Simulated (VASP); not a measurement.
These are PBEsol GGA, VASP's PBE PAW potentials (set 64) (plane waves; VASP 6.6.1) values and carry that method's errors.

Input for VASP

INCAR:
```
! general
SYSTEM  = Rh
PREC    = Accurate
ENCUT   = 480   ! plane-wave cut-off (eV)
LREAL   = .FALSE.
LASPH   = .TRUE.

! electronic loop
EDIFF   = 1E-6
NELM    = 100   ! most electronic steps
ALGO    = Normal
LMAXMIX = 4   ! l cut-off of mixed one-centre charges

! smearing
ISMEAR  = 1   ! Methfessel-Paxton
SIGMA   = 0.1

! functional
GGA     = PS   ! PBEsol

! ions
IBRION  = 2   ! conjugate gradients
NSW     = 60
ISIF    = 3
EDIFFG  = -0.01   ! ionic stop

! output
LWAVE   = .FALSE.
LCHARG  = .FALSE.
```

**POSCAR**
```
Rh
1
    0.0000000000     1.9000000000     1.9000000000
    1.9000000000     0.0000000000     1.9000000000
    1.9000000000     1.9000000000     0.0000000000
Rh
1
Direct
  0.0000000000   0.0000000000   0.0000000000
```

**KPOINTS**
```
kpoints
0
Gamma
15 15 15
```

POTCAR, in this order: Rh_pv (PBE.64 set). Program: vasp_std.

The resulting files:

OUTCAR:
```
 ion  position               nearest neighbor table
   1  0.000  0.000  0.000-
  LATTYP: Found a face centered cubic cell.
 ALAT       =     3.8000000000
 Subroutine PRICEL returns:
 Original cell was already a primitive cell.
 Subroutine GETGRP returns: Found 48 space group operations
The static configuration has the point symmetry O_h .
The dynamic configuration has the point symmetry O_h .
 Subroutine INISYM returns: Found 48 space group operations
 Subroutine IBZKPT returns following result:
 Found    120 irreducible k-points:

 Following reciprocal coordinates:
            Coordinates               Weight
  0.000000  0.000000  0.000000      1.000000
  0.066667  0.000000  0.000000      8.000000
  0.133333  0.000000  0.000000      8.000000
  0.200000  0.000000  0.000000      8.000000
  0.266667  0.000000  0.000000      8.000000
  0.333333  0.000000  0.000000      8.000000
  0.400000  0.000000  0.000000      8.000000
  0.466667  0.000000  0.000000      8.000000
  0.066667  0.066667  0.000000      6.000000
  0.133333  0.066667  0.000000     24.000000
...
```

OSZICAR:
```
       N       E                     dE             d eps       ncg     rms          rms(c)
DAV:   1     0.105983483655E+03    0.10598E+03   -0.91273E+03  2656   0.137E+03
DAV:   2    -0.743050876601E+01   -0.11341E+03   -0.10865E+03  2700   0.372E+02
DAV:   3    -0.876828862008E+01   -0.13378E+01   -0.13298E+01  3075   0.461E+01
DAV:   4    -0.877595741428E+01   -0.76688E-02   -0.76682E-02  2914   0.359E+00
DAV:   5    -0.877607335043E+01   -0.11594E-03   -0.11594E-03  2997   0.415E-01    0.111E+01
DAV:   6    -0.816194915320E+01    0.61412E+00   -0.14315E+00  2745   0.178E+01    0.342E+00
DAV:   7    -0.814008944999E+01    0.21860E-01   -0.26455E-02  3033   0.208E+00    0.161E+00
DAV:   8    -0.813511521829E+01    0.49742E-02   -0.40898E-03  2769   0.104E+00    0.196E-01
DAV:   9    -0.813496095852E+01    0.15426E-03   -0.11674E-04  3060   0.179E-01    0.299E-02
DAV:  10    -0.813496683443E+01   -0.58759E-05   -0.29863E-06  2814   0.249E-02    0.288E-03
DAV:  11    -0.813496690430E+01   -0.69863E-07   -0.26368E-07  1518   0.763E-03
   1 F= -.81349669E+01 E0= -.81349047E+01  d E =-.813497E+01
       N       E                     dE             d eps       ncg     rms          rms(c)
DAV:   1    -0.910244903778E+01   -0.96748E+00   -0.14793E+01  2769   0.633E+01    0.868E+00
DAV:   2    -0.813070965610E+01    0.97174E+00   -0.22220E+00  2718   0.231E+01    0.132E+00
DAV:   3    -0.811357081183E+01    0.17139E-01   -0.50440E-02  2937   0.319E+00    0.872E-01
DAV:   4    -0.811503727011E+01   -0.14665E-02   -0.48686E-03  2817   0.971E-01    0.175E-01
DAV:   5    -0.811537563214E+01   -0.33836E-03   -0.30067E-04  3048   0.221E-01    0.281E-02
DAV:   6    -0.811533853727E+01    0.37095E-04   -0.11241E-05  2760   0.506E-02    0.392E-03
DAV:   7    -0.811533825863E+01    0.27864E-06   -0.38370E-07  1836   0.989E-03
   2 F= -.81153383E+01 E0= -.81152897E+01  d E =0.196286E-01
       N       E                     dE             d eps       ncg     rms          rms(c)
DAV:   1    -0.867275519008E+01   -0.55742E+00   -0.80392E+00  2772   0.482E+01    0.506E+00
DAV:   2    -0.813893176532E+01    0.53382E+00   -0.13200E+00  2718   0.174E+01    0.125E+00
DAV:   3    -0.813688861781E+01    0.20431E-02   -0.12951E-02  2958   0.151E+00    0.675E-01
DAV:   4    -0.813808481441E+01   -0.11962E-02   -0.27351E-03  2805   0.697E-01    0.853E-02
DAV:   5    -0.813819179482E+01   -0.10698E-03   -0.98236E-05  3064   0.119E-01    0.267E-02
DAV:   6    -0.813818103945E+01    0.10755E-04   -0.60267E-06  2790   0.392E-02    0.376E-03
DAV:   7    -0.813818066770E+01    0.37175E-06   -0.55762E-08  1527   0.326E-03
   3 F= -.81381807E+01 E0= -.81381232E+01  d E =-.321376E-02
```

**OUTCAR**
```
------------------------ aborting loop because EDIFF is reached ----------------------------------------
  FORCE on cell =-STRESS in cart. coord.  units (eV):
  Direction    XX          YY          ZZ          XY          YZ          ZX
  --------------------------------------------------------------------------------------
  Total       -0.0054476     -0.0054476     -0.0054476      0.0000000     -0.0000000      0.0000000
  in kB       -0.6465042     -0.6465042     -0.6465042      0.0000000     -0.0000000      0.0000000
  external PRESSURE =      -0.6465042 kB  Pullay stress =       0.0000000 kB
  volume of cell :       13.50
      direct lattice vectors                 reciprocal lattice vectors
     0.000000000  1.889900347  1.889900347    -0.264564214  0.264564214  0.264564214
     1.889900347  0.000000000  1.889900347     0.264564214 -0.264564214  0.264564214
     1.889900347  1.889900347  0.000000000     0.264564214  0.264564214 -0.264564214
 POSITION                                       TOTAL-FORCE (eV/Angst)
 -----------------------------------------------------------------------------------
      0.00000      0.00000      0.00000         0.000000     -0.000000     -0.000000
 -----------------------------------------------------------------------------------
    total drift:                               -0.000000     -0.000000     -0.000000
  FREE ENERGIE OF THE ION-ELECTRON SYSTEM (eV)
  ---------------------------------------------------
  free  energy   TOTEN  =        -8.1381806677 eV

  energy  without entropy=       -8.1380083889  energy(sigma->0) =       -8.13812324

 reached required accuracy - stopping structural energy minimisation
```
(Selected blocks of OUTCAR.)

### CONTCAR
```
Rh
   1.00000000000000
     0.0000000000000000    1.8899003472235680    1.8899003472235680
     1.8899003472235680    0.0000000000000000    1.8899003472235680
     1.8899003472235680    1.8899003472235680    0.0000000000000000
  Rh
     1
Direct
     0.0000000000000000    0.0000000000000000    0.0000000000000000
```

The compound is Rh in the fcc structure. This run relaxes it. Symmetry was kept, so distortions that lower it aren't found.
